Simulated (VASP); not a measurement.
Here is the system:

```
Ag2S
1.0
    4.08372     0.00000     0.00000
   -2.04186     3.53660     0.00000
    0.00000     0.00000     3.70533
S Ag
1 2
Direct
  0.00000   0.00000   0.00000
  0.33333   0.66667   0.28537
  0.66667   0.33333   0.71463
```

All values below come from PBEsol GGA, VASP's PBE PAW potentials (set 64) (plane waves; VASP). Run with 400 eV cut-off, Gaussian smearing of 0.050 eV, potentials S Ag.

Give the energies of bands 4 to 17 at the high-symmetry points, in eV from the Fermi level.

| band | Γ | M | K | A | L | H |
|---|---|---|---|---|---|---|
| 4 | -5.79 | -5.36 | -4.99 | -6.23 | -5.13 | -5.62 |
| 5 | -4.91 | -4.55 | -4.78 | -5.17 | -4.92 | -4.71 |
| 6 | -4.91 | -4.49 | -4.78 | -5.17 | -4.20 | -4.38 |
| 7 | -4.10 | -4.35 | -4.23 | -4.01 | -4.17 | -4.38 |
| 8 | -4.10 | -4.09 | -4.20 | -3.51 | -4.16 | -4.25 |
| 9 | -3.86 | -4.07 | -4.20 | -3.51 | -4.06 | -3.79 |
| 10 | -3.75 | -3.75 | -4.06 | -3.31 | -3.81 | -3.79 |
| 11 | -3.75 | -3.31 | -3.56 | -3.31 | -3.81 | -2.78 |
| 12 | -1.97 | -3.27 | -3.56 | -2.86 | -3.69 | -2.45 |
| 13 | -0.91 | -2.49 | -3.23 | -0.50 | -2.14 | -2.45 |
| 14 | 0.26 | -0.74 | -0.64 | -0.50 | -0.18 | -1.99 |
| 15 | 0.26 | 1.23 | 4.49 | 1.57 | 0.05 | 0.97 |
| 16 | 4.33 | 3.89 | 4.49 | 2.51 | 3.72 | 0.97 |
| 17 | 4.74 | 6.40 | 4.69 | 7.05 | 5.16 | 6.24 |

It has no gap at this level: it comes out as a metal or semimetal.

The structure was generated: Ag2S was put into the CdI2 type (P-3m1), which need not be its known phase. It was relaxed first, which changed the volume by -17 %.
